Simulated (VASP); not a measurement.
# TaW7S16 (a cell with a defect) (Tungstenite) in VASP: further runs, part 3 of 3

VASP 6.6.1. Earlier steps stand in the parts before.

### Step 4. Electric field gradients, PBE

This run uses another cell than the first one: it holds 36 atoms, not 24.

INCAR reads:

```
SYSTEM = HW12S23
PREC = Accurate ; ENCUT = 520
EDIFF = 1E-8 ; ISMEAR = -1
SIGMA = 0.01 ; LREAL = Auto
LASPH = .True. ; NELM = 100
ALGO = Fast ; ISIF = 2
LWAVE = .False. ; LCHARG = .False.
GGA = PE ; LEFG = .True.
NELECT = 306.0 ; NBANDS = 178
```

KPOINTS reads:

```
regular mesh
0
Gamma
  4 3 2
  0 0 0
```

POSCAR reads:

```
HW12S23
1.0
    6.3600000000      0.0000000000      0.0000000000
   -4.7700000000      8.2618823520      0.0000000000
    0.0000000000      0.0000000000     12.5000000000
W H S
12 1 23
Direct
    0.1666666666      0.2222222222      0.2500000000
    0.1666666666      0.5555555556      0.2500000000
    0.1666666666      0.8888888889      0.2500000000
    0.6666666666      0.2222222222      0.2500000000
    0.6666666666      0.5555555556      0.2500000000
    0.6666666666      0.8888888889      0.2500000000
    0.3333333334      0.1111111111      0.7500000000
    0.3333333334      0.4444444444      0.7500000000
    0.3333333334      0.7777777778      0.7500000000
    0.8333333334      0.1111111111      0.7500000000
    0.8333333334      0.4444444444      0.7500000000
    0.8333333334      0.7777777778      0.7500000000
    0.1666666666      0.2222222222      0.6250000000
    0.1666666666      0.5555555556      0.6250000000
    0.1666666666      0.8888888889      0.6250000000
    0.6666666666      0.2222222222      0.6250000000
    0.6666666666      0.5555555556      0.6250000000
    0.6666666666      0.8888888889      0.6250000000
    0.3333333334      0.1111111111      0.1250000000
    0.3333333334      0.4444444444      0.1250000000
    0.3333333334      0.7777777778      0.1250000000
    0.8333333334      0.1111111111      0.1250000000
    0.8333333334      0.4444444444      0.1250000000
    0.8333333334      0.7777777778      0.1250000000
    0.1666666666      0.2222222222      0.8750000000
    0.1666666666      0.5555555556      0.8750000000
    0.1666666666      0.8888888889      0.8750000000
    0.6666666666      0.2222222222      0.8750000000
    0.6666666666      0.5555555556      0.8750000000
    0.6666666666      0.8888888889      0.8750000000
    0.3333333334      0.1111111111      0.3750000000
    0.3333333334      0.4444444444      0.3750000000
    0.3333333334      0.7777777778      0.3750000000
    0.8333333334      0.1111111111      0.3750000000
    0.8333333334      0.4444444444      0.3750000000
    0.8333333334      0.7777777778      0.3750000000
```

Potentials or basis: VASP PAW PBE potentials, release 64 (W_sv, H, S).

On the command line:

```console
> cat potpaw_PBE.64/W_sv/POTCAR potpaw_PBE.64/H/POTCAR potpaw_PBE.64/S/POTCAR > POTCAR
> mpirun -np 1 vasp_std > vasp.out
```

OUTCAR:

```text
SYSTEM = HW12S23
   PREC = Accurate
   ENCUT = 520
   EDIFF = 1E-8
   ISMEAR = -1
   LREAL = Auto
   LASPH = .True.
   NELM = 100
   ISIF = 2
   GGA = PE
   NELECT = 306.0

 ion  position               nearest neighbor table
   1  0.167  0.222  0.250-  22 2.41  34 2.41  32 2.41  20 2.41  19 2.41  31 2.41   3 3.18   6 3.18
                             4 3.18   4 3.18   5 3.18   2 3.18
   2  0.167  0.556  0.250-  23 2.41  35 2.41  33 2.41  21 2.41  20 2.41  32 2.41   3 3.18   6 3.18
                             5 3.18   5 3.18   4 3.18   1 3.18
   3  0.167  0.889  0.250-  24 2.41  36 2.41  31 2.41  19 2.41  33 2.41  21 2.41   2 3.18   1 3.18
                             5 3.18   4 3.18   6 3.18   6 3.18
   4  0.667  0.222  0.250-  19 2.41  31 2.41  23 2.41  35 2.41  34 2.41  22 2.41   6 3.18   3 3.18
                             1 3.18   1 3.18   2 3.18   5 3.18
   5  0.667  0.556  0.250-  20 2.41  32 2.41  24 2.41  36 2.41  35 2.41  23 2.41   6 3.18   3 3.18
                             2 3.18   2 3.18   1 3.18   4 3.18
   6  0.667  0.889  0.250-  21 2.41  33 2.41  22 2.41  34 2.41  24 2.41  36 2.41   5 3.18   4 3.18
                             2 3.18   1 3.18   3 3.18   3 3.18
   7  0.333  0.111  0.750-  16 2.41  28 2.41  27 2.41  15 2.41  25 2.41   8 3.18   9 3.18  11 3.18
                            12 3.18  10 3.18  10 3.18
   8  0.333  0.444  0.750-  17 2.41  29 2.41  25 2.41  26 2.41  14 2.41   7 3.18  10 3.18  11 3.18
                            11 3.18  12 3.18   9 3.18
   9  0.333  0.778  0.750-  18 2.41  30 2.41  26 2.41  14 2.41  27 2.41  15 2.41   7 3.18  10 3.18
                            12 3.18  12 3.18  11 3.18   8 3.18
  10  0.833  0.111  0.750-  25 2.41  18 2.41  30 2.41  28 2.41  16 2.41  11 3.18  12 3.18   8 3.18
                             9 3.18   7 3.18   7 3.18
  11  0.833  0.444  0.750-  14 2.41  26 2.41  16 2.41  28 2.41  17 2.41  29 2.41  10 3.18   7 3.18
                             8 3.18   8 3.18   9 3.18  12 3.18
  12  0.833  0.778  0.750-  15 2.41  27 2.41  17 2.41  29 2.41  18 2.41  30 2.41  10 3.18   7 3.18
                             9 3.18   9 3.18   8 3.18  11 3.18
  13  0.167  0.222  0.625-
  14  0.167  0.556  0.625-  11 2.41   9 2.41   8 2.41
  15  0.167  0.889  0.625-  12 2.41   7 2.41   9 2.41
  16  0.667  0.222  0.625-   7 2.41  11 2.41  10 2.41
  17  0.667  0.556  0.625-   8 2.41  12 2.41  11 2.41
  18  0.667  0.889  0.625-   9 2.41  10 2.41  12 2.41
  19  0.333  0.111  0.125-   4 2.41   3 2.41   1 2.41
[... 15 lines left out ...]
  35  0.833  0.444  0.375-   2 2.41   4 2.41   5 2.41
  36  0.833  0.778  0.375-   3 2.41   5 2.41   6 2.41

  LATTYP: Found a simple monoclinic cell.
 ALAT       =     6.3600000000
 B/A-ratio  =     1.9654088050
 C/A-ratio  =     1.3228756555
 COS(beta)  =    -0.1889822365

  Lattice vectors:

 A1 = (   6.3600000000,   0.0000000000,   0.0000000000)
 A2 = (   0.0000000000,   0.0000000000,  12.5000000000)
 A3 = (  -1.5900000000,  -8.2618823520,   0.0000000000)

Analysis of symmetry for initial positions (statically):
=====================================================================
 Subroutine PRICEL returns:
 Original cell was already a primitive cell.

 Routine SETGRP: Setting up the symmetry group for a
 simple monoclinic supercell.

 Subroutine GETGRP returns: Found  1 space group operations
 (whereof  1 operations were pure point group operations)
 out of a pool of  4 trial point group operations.

The static configuration has the point symmetry C_1 .
[... 212 lines left out ...]
  ext. energy  EPLUGINS =         0.00000000
  ---------------------------------------------------
  free energy    TOTEN  =      -286.57535502 eV

  energy without entropy =     -286.57289538  energy(sigma->0) =     -286.57412520

 E-fermi :   6.7848     XC(G=0): -10.6385

 val. band max:        6.7682692010   @ k =   0.0000   0.0000   0.5000
 cond. band min:       6.7874301423   @ k =   0.5000   0.0000   0.0000
 fundamental gap:      0.0191609413
 Fermi energy:         6.7847896686

 k-point     1 :       0.0000    0.0000    0.0000
  band No.  band energies     occupation
      1     -68.3010      2.00000
      2     -68.2909      2.00000
      3     -68.2864      2.00000
      4     -68.1691      2.00000
      5     -68.1296      2.00000
      6     -68.0975      2.00000
[... 2341 lines left out ...]
    164       8.7508      0.00000
    165       8.8380      0.00000
 [bands above 165 left out]

------------------------ aborting loop because EDIFF is reached ----------------------------------------

  FORCE on cell =-STRESS in cart. coord.  units (eV):
  Direction    XX          YY          ZZ          XY          YZ          ZX
  --------------------------------------------------------------------------------------
  -------------------------------------------------------------------------------------
  Total      -11.9393743    -11.6650967     -3.4193877     -0.0495677      0.0957861      0.0305808
  in kB      -29.1236642    -28.4546201     -8.3408977     -0.1209102      0.2336505      0.0745957
  external PRESSURE =     -21.9730607 kB  Pullay stress =       0.0000000 kB

 VOLUME and BASIS-vectors are now :
 -----------------------------------------------------------------------------
  energy-cutoff  :      520.00
  volume of cell :      656.82
      direct lattice vectors                 reciprocal lattice vectors
     6.360000000  0.000000000  0.000000000     0.157232704  0.090778344  0.000000000
    -4.770000000  8.261882352  0.000000000     0.000000000  0.121037792  0.000000000
     0.000000000  0.000000000 12.500000000     0.000000000  0.000000000  0.080000000

 POSITION                                       TOTAL-FORCE (eV/Angst)
 -----------------------------------------------------------------------------------
     -0.00000      1.83597      3.12500         0.000430      0.006165     -0.008551
     -1.59000      4.58993      3.12500         0.000772     -0.004355      0.018989
     -3.18000      7.34390      3.12500        -0.000263      0.002933      0.019015
      3.18000      1.83597      3.12500        -0.000653     -0.002197      0.007835
      1.59000      4.58993      3.12500        -0.001886      0.001850      0.018993
     -0.00000      7.34390      3.12500         0.000621      0.003642      0.020447
[... 28 lines left out ...]
      3.18000      3.67195      4.68750         0.002180     -0.005069      0.098339
      1.59000      6.42591      4.68750        -0.000207      0.001928      0.092937
 -----------------------------------------------------------------------------------
    total drift:                                0.000001     -0.000004     -0.000133

  FREE ENERGIE OF THE ION-ELECTRON SYSTEM (eV)
  ---------------------------------------------------
  free  energy   TOTEN  =      -286.5753550160 eV

  energy  without entropy=     -286.5728953752  energy(sigma->0) =     -286.57412520

 Electric field gradients (V/A^2)
---------------------------------------------------------------------
 ion       V_xx      V_yy      V_zz      V_xy      V_xz      V_yz
---------------------------------------------------------------------
   1      76.838    76.769  -153.608    -0.031     0.029    -0.025
   2      76.392    76.361  -152.753     0.146    -0.270     0.865
   3      76.492    76.209  -152.701    -0.248     0.542    -0.608
   4      76.838    76.173  -153.011     0.066    -0.032    -0.134
   5      76.344    76.441  -152.785    -0.098     0.285     0.435
   6      76.501    76.179  -152.680     0.271    -0.575    -0.473
[... 28 lines left out ...]
  35      21.310    21.164   -42.474    -0.023    -0.017     0.156
  36      21.346    21.537   -42.883    -0.003    -0.010    -0.387
---------------------------------------------------------------------

 Electric field gradients after diagonalization (V/A^2)
 (convention: |V_zz| > |V_xx| > |V_yy|)
----------------------------------------------------------------------
 ion       V_xx      V_yy      V_zz     asymmetry (V_yy - V_xx)/ V_zz
----------------------------------------------------------------------
   1      76.850    76.757  -153.608       0.001
   2      76.524    76.233  -152.757       0.002
   3      76.638    76.066  -152.704       0.004
   4      76.845    76.167  -153.011       0.004
   5      76.502    76.284  -152.786       0.001
   6      76.658    76.025  -152.683       0.004
[... 28 lines left out ...]
  35      21.313    21.161   -42.474       0.004
  36      21.539    21.346   -42.886       0.004
----------------------------------------------------------------------

           NMR quadrupolar parameters

 Cq : quadrupolar parameter    Cq=e*Q*V_zz/h
 eta: asymmetry parameters     (V_yy - V_xx)/ V_zz
 Q  : nuclear electric quadrupole moment in mb (millibarn)
----------------------------------------------------------------------
 ion       Cq(MHz)       eta       Q (mb)
----------------------------------------------------------------------
   1      -0.371       0.001       1.000
   2      -0.369       0.002       1.000
   3      -0.369       0.004       1.000
   4      -0.370       0.004       1.000
   5      -0.369       0.001       1.000
   6      -0.369       0.004       1.000
[... 28 lines left out ...]
  35      -0.103       0.004       1.000
  36      -0.104       0.004       1.000
----------------------------------------------------------------------
```

Run time: 69 min. Hardware: 1 thread of Intel Xeon Platinum 8259CL at 2.50GHz (Skylake/Cascade Lake), shared host; peak memory 1.4 GiB.

Results:

```yaml
Free_energy: -286.5754 eV
Largest_force: 1.778 eV/Å
Band_gap_on_the_k_mesh: none (metal or under the smearing width)
```

Forces on the atoms (eV/Å):
```
W    0.000  0.006 -0.009
W    0.001 -0.004  0.019
W    0.000  0.003  0.019
W   -0.001 -0.002  0.008
W   -0.002  0.002  0.019
W    0.001  0.004  0.020
W   -0.633  0.199 -0.403
W   -0.050 -0.553 -0.313
W   -0.013 -0.010 -0.297
W    0.651  0.235 -0.415
W    0.040 -0.409 -0.300
W   -0.007  0.475 -0.276
H   -0.003  0.000  1.778
S    0.126 -0.244 -0.115
S   -0.172  0.204 -0.109
S   -0.003  0.057 -0.113
S   -0.121 -0.231 -0.152
S    0.171  0.213 -0.124
S    0.000  0.000 -0.096
S    0.000 -0.002 -0.097
S    0.001  0.000 -0.098
S    0.000  0.000 -0.097
S    0.000  0.004 -0.093
S   -0.001 -0.006 -0.096
S   -0.001 -0.023 -0.363
S    0.285 -0.023  0.211
S    0.128  0.292  0.240
S    0.000 -0.393  0.210
S   -0.276 -0.048  0.187
S   -0.121  0.257  0.236
S   -0.017  0.008  0.112
S   -0.001 -0.020  0.108
S    0.000  0.001  0.096
S    0.017  0.011  0.112
S    0.002 -0.005  0.098
S    0.000  0.002  0.093
```

Levels at points of the mesh, in eV from the Fermi level:
| k point | band 149 | band 150 | band 151 | band 152 | band 153 | band 154 | band 155 | band 156 | band 157 | band 158 |
| --- | --- | --- | --- | --- | --- | --- | --- | --- | --- | --- |
| (0.00, 0.00, 0.00) | -1.18 | -1.07 | -0.85 | -0.85 | 0.07 | 0.11 | 0.36 | 1.46 | 1.64 | 1.68 |
| (0.50, 0.00, 0.00) | -1.19 | -1.10 | -1.10 | -0.49 | -0.49 | 0.00 | 0.34 | 1.19 | 1.30 | 1.33 |
| (0.00, 0.00, 0.50) | -1.18 | -0.85 | -0.85 | -0.56 | -0.02 | 0.10 | 0.36 | 1.47 | 1.68 | 1.70 |
| (0.50, 0.00, 0.50) | -1.18 | -1.09 | -1.08 | -0.50 | -0.49 | 0.00 | 0.35 | 1.17 | 1.34 | 1.45 |

Electric field gradients, principal values (V/Å²):
| atom | Vxx | Vyy | Vzz |
| --- | --- | --- | --- |
| 1 W | 76.757 | 76.850 | -153.608 |
| 2 W | 76.233 | 76.524 | -152.757 |
| 3 W | 76.066 | 76.638 | -152.704 |
| 4 W | 76.167 | 76.845 | -153.011 |
| 5 W | 76.284 | 76.502 | -152.786 |
| 6 W | 76.025 | 76.658 | -152.683 |
| 7 W | -1.320 | -224.357 | 225.677 |
| 8 W | 7.900 | 220.147 | -228.047 |
| 9 W | 71.733 | 84.977 | -156.710 |
| 10 W | -0.775 | -225.439 | 226.213 |
| 11 W | 88.325 | 91.891 | -180.216 |
| 12 W | 80.491 | 88.982 | -169.473 |
| 13 H | 0.180 | 0.273 | -0.453 |
| 14 S | 17.298 | 25.605 | -42.903 |
| 15 S | 16.188 | 26.870 | -43.058 |
| 16 S | 12.374 | 26.228 | -38.602 |
| 17 S | 17.107 | 26.206 | -43.313 |
| 18 S | 16.965 | 25.504 | -42.469 |
| 19 S | 21.960 | 22.038 | -43.998 |
| 20 S | 21.983 | 22.028 | -44.011 |
| 21 S | 22.004 | 22.072 | -44.076 |
| 22 S | 21.968 | 22.037 | -44.004 |
| 23 S | 22.015 | 22.030 | -44.045 |
| 24 S | 21.916 | 22.239 | -44.154 |
| 25 S | 16.998 | 17.519 | -34.517 |
| 26 S | 12.033 | 42.709 | -54.742 |
| 27 S | 12.334 | 43.769 | -56.103 |
| 28 S | 15.876 | 47.156 | -63.031 |
| 29 S | 12.907 | 41.248 | -54.154 |
| 30 S | 11.998 | 43.492 | -55.489 |
| 31 S | 22.212 | 22.701 | -44.912 |
| 32 S | 22.323 | 22.839 | -45.162 |
| 33 S | 21.354 | 21.395 | -42.750 |
| 34 S | 22.205 | 22.728 | -44.933 |
| 35 S | 21.161 | 21.313 | -42.474 |
| 36 S | 21.346 | 21.539 | -42.886 |

Caveat: the cell carries a net charge on a neutralising background, which shifts energy and pressure; the cell is charged against a uniform background, so pressure and absolute levels hang on convention. The run has no spin-orbit coupling, so splittings on W are missing.
